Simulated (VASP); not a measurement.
Crystal: H2, in a box.

```
H
1.0
    10.00000    0.00000    0.00000
     0.00000   10.00000    0.00000
     0.00000    0.00000   10.00000
H
2
Direct
  0.50000 0.50000 0.44400
  0.50000 0.50000 0.55600
```

Base run:

```yaml
Program: VASP 6.6.1
Functional: r2SCAN
Potentials_or_basis: VASP PAW PBE potentials, release 64 (H)
Cutoff: 450 eV
k_mesh: 1 × 1 × 1
Occupations: gaussian, width 0.02 eV
Spin: no spin polarisation
```

Its results: gap between the frontier levels 8.28 eV; largest force 4.898 eV/Å.

Task: The run is repeated on the same cell with these changes: functional from r2SCAN to HSE06. What comes out?

Result: Gap between the frontier levels 9.03 eV; largest force 4.903 eV/Å.

HSE06 gives the wider gap, since exact exchange removes part of the self-interaction.

Caveats: the PAW data sets were made with another functional, which shifts forces and pressure a little.

A k mesh can miss the band edges.

Not every run made on this cell is shown here.
